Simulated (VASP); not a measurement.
Given:

```xyz
2
Lattice="0.0000 2.1794 2.1794 2.1794 0.0000 2.1794 2.1794 2.1794 0.0000" Properties=species:S:1:pos:R:3 pbc="T T T"
Nb     0.0000     0.0000     0.0000
N      2.1794     2.1794     2.1794
```

All values below come from optB86b-vdW, VASP's PBE PAW potentials (set 64) (plane waves; VASP). Settings: 520 eV cut-off, 14×14×14 Γ-centred mesh, first-order Methfessel-Paxton smearing of 0.10 eV, potentials Nb_sv N.

Task: The job: NbN (rock salt), 2 atoms, optB86b-vdW, static run, 520 eV, 14×14×14 Γ-centred mesh. Roughly how much core time does it take on a busy server core?

Result: About 80 core-seconds (one run on a shared machine, a rough figure). It had 104 irreducible k-points, 13 bands, up to 568 plane waves and 15 electronic steps.

The compound is NbN in the rock salt structure, the cubic δ form, which competes with hexagonal ones. This cell is one point of a volume scan, at 0.97 of the reference volume.
